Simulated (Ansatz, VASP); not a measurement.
# Cross-check of Rh (Rh(111) film of 2 layers) between VASP and Ansatz

Wanted: the spread between two codes on one cell, functional and k mesh. The cell is taken from a series of runs on this material, whose earlier steps may have relaxed, scaled, displaced or heated it; both programs get it as it stands.

Calculated with Ansatz 0.2.0; plane waves, with VASP 6.6.1 beside it; PBEsol.

## Step 1: The structure

The cell holds 2 atoms: 2 Rh. Its edges and angles: a = 2.599 Å, b = 2.599 Å, c = 28.188 Å, α = 90.0°, β = 90.0°, γ = 120.0°. It derives from Rh. Vacuum lies along c.

## Step 2: Ansatz: zone-centre phonons, PBEsol

Ansatz runs on its PAW soft_1 files.

Second derivatives magnify differences that forces hide, and they need a tight electronic threshold.

input.yaml

```yaml
crystal:
  lattice:
    - [2.5987214349, -2.7919e-06, 0.0]
    - [-1.2993582996, 2.2505601759, 0.0]
    - [0.0, 0.0, 28.1878614963]
  atoms:
    - { symbol: Rh, position: [0.0, 0.0, 0.1957573961] }
    - { symbol: Rh, position: [0.3333333333, 0.6666666667, 0.2723139402] }
  periodic: [true, true, false]
kpoints:
  mp_grid: { grid: [8, 8, 1] }
hamiltonian:
  xc: pbesol
  pseudopotentials: { kind: paw, azcp: { folder: soft_1 }, xc_functional: pbe }
scf:
  occupations: { method: methfessel_paxton, width: 0.2 }
output:
  eigenvalues: true
phonons:
  method: dfpt
  qmesh: [2, 2, 1]
  temperatures: { t_max: 1000, t_step: 50 }
  qpath:
    path:
      - [0.0, 0.0, 0.0]
      - [0.5, 0.0, 0.0]
      - [0.33333333, 0.33333333, 0.0]
      - [0.0, 0.0, 0.0]
    npoints: 10
```

The run is started by

```bash
ansatz run input.yaml --threads 4 --pin off --max-ram 20480MiB --backend cpu --events-out ev --progress --plain --runs-dir out
```

Numbers of over 12 decimals in the logs are rounded to 6 here.

Output:

```text
Warning: crystal.symmetry: narrowed to the stabiliser of the run's FFT grids — unitary ops 12 → 6. A phonons.method: dfpt run fills in the rows of the dynamical matrix that it does not solve by its symmetry operations, which is exact only for operations that map its FFT grids onto themselves: filled in by any other, the frequencies could depend on the order in which like atoms are typed, or, by more than the grids' own error, on where the crystal sits among the grids' points. Excluded: 6 operations. The run can therefore solve more perturbations, solve them on more k-points, or both, and cost more. [rest of the remark cut]
Engine: ansatz 0.2.0, aarch64-unknown-linux-gnu
Pseudopotentials: kind: paw
Pseudopotential: Rh, paw, valence charge 17, recommended cutoff 420 eV (normal), soft_1/Rh.paw.azcp
Functional definition: PBEsol
  exchange = pbesol_x
  correlation = pbesol_c
Crystal: 2 atoms, lattice volume = 164.859 Å³
Basis set: ecut = 420 eV, 3305 PW (Γ), exchange–correlation on 36×36×384 points (8 copies of the dense FFT grid, shifted against one another)
Bands: 21, of which v1, the nominal top of the filled ones, is band 17 counted from 1 (16 counted from 0)
Symmetry: 12 space group operations
k-points: 10 of 64 (irreducible under 6 space group operations, time reversal used)
Non-local potential: Rh, projectors of the file, l = 0: 3, l = 1: 2, l = 2: 2, l = 3: 1
PAW form: soft (Blöchl's): semilocal exchange-correlation on the pseudo side does not see the compensation charge
PAW frozen core: Rh, regenerated for the run's functional, and the local potential with it (the file was generated under x = pbe(κ = 0.804, μ = 0.219515), c = pbe(β = 0.066725))
PAW one-centre angular grid: Rh, 590 points (default); XC on 64 Gauss nodes
Initial density: superposition of atomic densities (neutral atoms: chi_scale 0, normalization atom)
Initial wavefunctions: pseudopotential atomic-orbital guess
Functional: x = pbesol(κ = 0.804, μ = 0.123457), c = pbesol(β = 0.046)
SCF iter   1: F=—  HF=-12676.749790 eV  |F-HF|=—  |Δ(HF+E_count)|=         —  Δρ=4.36e-2  dr2=3.32e0  ethr=3.10e-3  ⟨swp⟩=13.2  Hψ=3852  notcnv=0  defer=5
automatic band count: the SCF goes on with 25 bands, as 21 were too few: the levels above may hold too much charge
preconditioner: auto → LDOS  [metal: Δε(μ)=0.062 eV  Ē_g=9.441 eV  σ=0.200 eV  W_gap=0.25  n_scr=18 (ndim 8)  ℏωp=12.3 eV  f_vac=0.768  D(μ)=4.67/eV (n_scr^D=20)  β→1.0]
SCF iter   2: F=—  HF=-12676.697202 eV  |F-HF|=—  |Δ(HF+E_count)|=   5.26e-2  S|Δr|=    0.00e0  Δρ=4.08e-2  dr2=3.37e0  ethr=3.10e-3  ⟨swp⟩=4.0  Hψ=803  notcnv=0  defer=19
SCF iter   3: F=—  HF=-12675.769395 eV  |F-HF|=—  |Δ(HF+E_count)|=   9.28e-1  S|Δr|=    0.00e0  Δρ=4.79e-3  dr2=5.95e-2  ethr=3.10e-3  ⟨swp⟩=4.1  Hψ=736  notcnv=0  defer=22
SCF iter   4: F=—  HF=-12675.763925 eV  |F-HF|=—  |Δ(HF+E_count)|=   5.47e-3  S|Δr|=    0.00e0  Δρ=1.62e-3  dr2=5.30e-3  ethr=1.75e-4  ⟨swp⟩=3.3  Hψ=571  notcnv=0  defer=21
SCF iter   5: F=—  HF=-12675.764835 eV  |F-HF|=—  |Δ(HF+E_count)|=   9.10e-4  S|Δr|=    0.00e0  Δρ=4.94e-4  dr2=3.66e-4  ethr=1.56e-5  ⟨swp⟩=3.6  Hψ=486  notcnv=0  defer=21
SCF iter   6: F=—  HF=-12675.764989 eV  |F-HF|=—  |Δ(HF+E_count)|=   1.54e-4  S|Δr|=    0.00e0  Δρ=1.48e-4  dr2=4.42e-5  ethr=1.08e-6  ⟨swp⟩=3.6  Hψ=523  notcnv=0  defer=21
SCF iter   7: F=—  HF=-12675.765028 eV  |F-HF|=—  |Δ(HF+E_count)|=   3.93e-5  S|Δr|=    0.00e0  Δρ=4.28e-5  dr2=3.05e-6  ethr=1.30e-7  ⟨swp⟩=2.9  Hψ=410  notcnv=0  defer=21
SCF iter   8: F=—  HF=-12675.765028 eV  |F-HF|=—  |Δ(HF+E_count)|=   1.21e-7  S|Δr|=    0.00e0  Δρ=8.13e-6  dr2=8.20e-8  ethr=8.97e-9  ⟨swp⟩=3.5  Hψ=538  notcnv=0  defer=21
SCF iter   9: F=—  HF=-12675.765029 eV  |F-HF|=—  |Δ(HF+E_count)|=   3.38e-7  S|Δr|=    0.00e0  Δρ=2.02e-6  dr2=8.46e-9  ethr=2.41e-10  ⟨swp⟩=3.9  Hψ=557  notcnv=0  defer=21
SCF iter  10: F=—  HF=-12675.765029 eV  |F-HF|=—  |Δ(HF+E_count)|=   1.28e-8  S|Δr|=    0.00e0  Δρ=4.66e-7  dr2=2.94e-10  ethr=2.49e-11  ⟨swp⟩=3.9  Hψ=467  notcnv=0  defer=21
SCF iter  11: F=—  HF=-12675.765029 eV  |F-HF|=—  |Δ(HF+E_count)|=   4.96e-9  S|Δr|=    0.00e0  Δρ=1.49e-7  dr2=1.60e-11  ethr=1.00e-12  ⟨swp⟩=3.8  Hψ=504  notcnv=0  defer=21
SCF iter  12: F=-12675.765029 eV  HF=-12675.765029 eV  |F-HF|=5.46e-12  |Δ(HF+E_count)|=  2.40e-10  S|Δr|=    0.00e0  Δρ=3.73e-8  dr2=3.66e-12  ethr=1.00e-12  ⟨swp⟩=23.6  Hψ=2317  notcnv=0
SCF 1 converged in 12 iterations: F = -12675.765029 eV  dr2 = 3.66e-12
  greatest PAW one-centre occupation: 0.999 electrons in one spin orbital (limit 2), on the Rh atom at site 1 (counted from 0), in its partial waves of l = 0
NSCF: frozen V_eff on 10 k-points
NSCF: frozen V_eff on 34 k-points
DFPT response loops at q = (0, 0, 0) (fractional): preconditioner auto → none (partly filled bands, converged f_vac=0.776); β = 0.50; Broyden in place of MSR1
NSCF: frozen V_eff on 68 k-points
DFPT response loops at q = (0, -0.5, 0) (fractional): mixed as the last ones told, above
SCF converged after 12 iterations
Stability not checked: this state was not tested for a lower state beside it, because cold or Methfessel-Paxton smearing, or corrected tetrahedra, fill the levels in a way that the test cannot read (fill_not_monotonic; see scf.lower_state_search)
Free energy (F): -12675.765029 eV
Harris-Foulkes:  -12675.765029 eV  (|F-HF|=5.46e-12)
Internal energy: -12675.764141 eV  (E = F + TS)
E sigma→0 (E₀):  -12675.764807 eV
Entropy (-TS):   -0.000887 eV (-0.444 meV/atom)
Fermi energy:    -5.167232 eV
--- Per-component energies (eV) ---
  E_band       = -1099.613644
  E_kinetic    = 1075.208478
  E_local      = -105260.884065  (includes V_loc(G=0)·N_el)
  E_nonlocal   = 603.094224
  E_hartree    = 51783.736174
  E_xc         = -399.729610
  E_vxc        = -503.247581  (∫ρ·V_xc dr)
  E_paw        = -7081.650908  (= ΣΔE_a)
  E_vpaw       = -581.257047  (= ΣTr[D̂ρ^β])
  E_aug_tail   = 0.000148  (compensation charges beyond the density's cutoff)
  E_ewald      = 46603.909017
  E_core_change = 0.552401  (= ΣΔE_core)
  E_smearing   = -0.000887  (= −TS)
  E_closure    = 0.000000  (closes the sum)
  Σ components = -12675.765029   (vs F -12675.765029, Δ=0.00e0)
--- Band table (eV; the first three rows and the last of 10) ---
  k-point 0: bands = [... 13 lower, -7.8969, -7.8969, -6.3713, -5.7655, -5.7655, -4.7422, -4.7422, -4.2888, ... 4 higher]
  k-point 1: bands = [... 13 lower, -7.6426, -7.4829, -6.9995, -6.1535, -5.9355, -5.0281, -4.7309, -2.4801, ... 4 higher]
  k-point 2: bands = [... 13 lower, -7.4078, -6.9000, -6.5419, -6.3572, -5.7979, -4.7594, -3.8463, -0.3731, ... 4 higher]
  k-point 9: bands = [... 13 lower, -7.4430, -7.3486, -5.9829, -5.2148, -4.9604, 1.6301, 2.4206, 4.1766, ... 4 higher]
  ° read free of the cell's end (the report's vacuum.weakly_bound_levels)
--- Phonons (Γ-DFPT): 4 representative perturbations + reference (Σ response iterations 23) ---
  ASR residual: 8.162e-5 → 0.000e0 eV/Å²; symmetrization residual: 1.322e-5 eV/Å²
  The last average, over the group as it would stand without the narrowing to the FFT grids, took up to 4.441e-16 eV/Å² of the zone centre's force constants
  ASR residual per site (eV/Å²): 8.16e-5 8.13e-5
  Γ frequencies (cm⁻¹): 0.00 0.00 0.00 109.44 109.44 215.63
--- Phonons (arbitrary-q DFPT): 2 irreducible q on the 2×2×1 mesh ---
  q = [0.0000, 0.0000, 0.0000] (star 1, of the zone-centre solve; hermiticity 1.65e-6, symmetrization 7.51e-7, taken by the last average 5.05e-17): -0.00 0.00 0.00 109.44 109.44 215.63
  q = [0.0000, -0.5000, 0.0000] (star 3, 6 solved perturbations in 178 linear systems a pass and spin channel, the states on 34 of 64 k-point pairs; hermiticity 1.01e-6, symmetrization 5.04e-7, taken by the last average 2.26e-7): 65.12 120.95 144.51 145.77 230.61 242.28
  sum rule: each row above includes the acoustic sum rule's correction from the zone centre's row sums; it moved no ω² by more than (0.46 cm⁻¹)²
  mesh force constants: q→R imaginary residual 1.27e-17; ASR residual 8.162e-5 → 0.000e0 eV/Å²; symmetrization residual 5.329e-15 eV/Å²
  interpolated dispersion: 31 rows × 6 modes
  density of states and harmonic sums: on the 28×28×1 q-mesh, interpolated from the force constants of a 2×2×1 supercell (no non-analytic term)
  largest difference from the sums on the solved wave vectors: F 1.05e-1 eV, S 1.46e-4 and C_V 4.12e-5 eV/K
  zero-point energy: 0.053106 eV/cell   skipped modes (ω ≤ 0): 26, of them read as no rigid motion or as one in doubt: 23 (2.679e-1 modes/cell left out, lowest -21.39 cm⁻¹)   left out of the sums: 4.53e-2 of the cell's modes: C_V's classical limit lies that fraction below 3 k_B per atom; for a crystal, a wire or a layer, F and S can be off by more, and a phonons.interpolated_qmesh denser along its periods is the remedy for the sampling
```

In the SCF lines HF is the Harris–Foulkes energy and dr2 the Hartree energy of the density residual, in eV; the loop may stop once dr2 is under the threshold and the program's other checks hold. Hψ counts applications of the Hamiltonian.

[end of part 1 of 2]

[Lines on the potential files, build, host, timing and source positions are cut from VASP's logs without a mark.]

[Logs are printed without paths, hosts, clocks, repeated set-up lines and the standing remarks that a program may print on its own settings, such as how far it seeks lower states.]

[Hosts, paths, dates, database ids (printed as entryN), source tags and the programs' standing remarks are cut or masked in the printed files.]
